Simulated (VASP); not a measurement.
Input:

```
AlNi3
1.0
    3.50179     0.00000     0.00000
    0.00000     3.50588     0.00000
    0.00000     0.00000     3.61969
Al Ni
1 3
Direct
  0.00000   0.00000   0.00000
  0.00000   0.50000   0.50000
  0.50000   0.00000   0.50000
  0.52316   0.50000   0.00000
```
Starting moments (μB, in the order of the record's atoms Al Ni Ni Ni): 0.0 0.5 0.5 0.5.

Method: PBE GGA + U (Dudarev), VASP's PBE PAW potentials (set 64) (plane waves; VASP 6.6.1). Numerical set-up: 400 eV cut-off, 8×8×8 Γ-centred mesh, first-order Methfessel-Paxton smearing of 0.10 eV, potentials Al Ni, U − J: Ni 8.00 eV.

Q: Estimate the cell moment, energy per atom (σ→0), pressure, largest force, band gap (on the k-mesh) with the smallest direct gap where there is one.

A: 
```yaml
band gap (on the k-mesh): none (metal, semimetal or under 0.01 eV)
cell_moment: 1.45 μB
energy per atom (σ→0): -2.039 eV/atom
pressure: -73.7 kbar
largest_force: 0.598 eV/Å
```

Q: Give the moment on each site (PAW-sphere projection).

A: 
```csv
site,moment (μB)
Al1,-0.03
Ni2,0.59
Ni3,0.59
Ni4,0.53
```

Total energies compare only between runs with the same potentials, cut-off and functional.

The compound is Ni3Al in the L1_2 structure. The cell was not relaxed at this level, atoms are displaced from their ideal sites. The run is one of a series of settings (LDAU = .TRUE., LDAUJ = 0 0, LDAUL = -1 2, LDAUTYPE = 2, LDAUU = 0 8.0 against the base run), some of them coarse on purpose.
